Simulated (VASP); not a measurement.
The system is Al4B3P.

```
CELL_PARAMETERS angstrom
4.65000 0.00000 0.00000
0.00000 4.65000 0.00000
0.00000 0.00000 4.65000
ATOMIC_POSITIONS crystal
Al 0.00000 0.00000 0.00000
Al 0.50000 0.00000 0.50000
Al 0.50000 0.50000 0.00000
Al 0.00000 0.50000 0.50000
B 0.50000 0.00000 0.00000
B 0.00000 0.50000 0.00000
B 0.00000 0.00000 0.50000
P 0.50000 0.50000 0.50000
```

The cell was built by a generator and needn't be a form met in nature.

- Program: VASP 6.6.1
- Task: relaxation of cell and atoms
- Functional: PBE
- Potentials or basis: VASP PAW PBE potentials, release 64 (Al, B, P)
- Cutoff: 520 eV
- k mesh: 3 × 3 × 3
- Occupations: gaussian, width 0.15 eV
- Spin: no spin polarisation

At the start: pressure 3.8 GPa; volume 12.57 Å³/atom.

Task: Where does the relaxation end?

Result: Over 3 steps the energy falls by 4.3 meV/atom and the volume is 12.94 Å³/atom (+3.0 %); space group Pm-3m (No. 221, to 0.05 Å).

The path:
```tsv
step	energy change (eV)	largest force (eV/Å)	pressure (GPa)	volume (Å³)
1	0.0000	0.0000	3.78	100.54
2	-0.0279	0.0000	-1.53	104.92
3	-0.0345	0.0000	0.01	103.55
```

Final structure:
```
Al B P
1.0
     4.69589    0.00000    0.00000
     0.00000    4.69589    0.00000
     0.00000    0.00000    4.69589
Al B P
4 3 1
Direct
  0.00000 0.00000 0.00000
  0.50000 0.00000 0.50000
  0.50000 0.50000 0.00000
  0.00000 0.50000 0.50000
  0.50000 0.00000 0.00000
  0.00000 0.50000 0.00000
  0.00000 0.00000 0.50000
  0.50000 0.50000 0.50000
```

Caveat: the k mesh is coarse (spacing up to 0.45 Å⁻¹), so the values aren't converged.
